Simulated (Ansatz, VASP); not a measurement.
## LaC: VASP beside Ansatz

```xyz
2
Lattice="0.0000 2.7166 2.7166 2.7166 0.0000 2.7166 2.7166 2.7166 0.0000" Properties=species:S:1:pos:R:3 pbc="T T T"
La    2.7166    2.7166    2.7166
C     0.0000    0.0000    0.0000
```

Alike in both runs: task single point; functional PBEsol; k mesh 12 × 12 × 12; occupations gaussian, width 0.05 eV; no spin polarisation.

|  | VASP | Ansatz |
| --- | --- | --- |
| version | VASP 6.6.1 | Ansatz 0.2.0 |
| potentials or method | VASP PAW PBE potentials, release 64 (La, C) | scalar-relativistic, plane waves, PAW |
| plane-wave cutoff (eV) | 520 | 420 |
| valence electrons in the cell | 15 | 15 |

|  | VASP | Ansatz | Ansatz less VASP |
| --- | --- | --- | --- |
| gap on the k mesh at the Fermi level (eV) | none | none | - |
| pressure (GPa) | -3.6 | -3.6 | -0.01 |

A gap of «none» marks a metal or a gap that the smearing closes. With one functional, cell and mesh, what is left measures potentials, basis and numerics.

Caveats: the PAW data sets were made with another functional, which shifts forces and pressure a little (VASP). Spin-orbit coupling is left out, which matters for the levels of La.
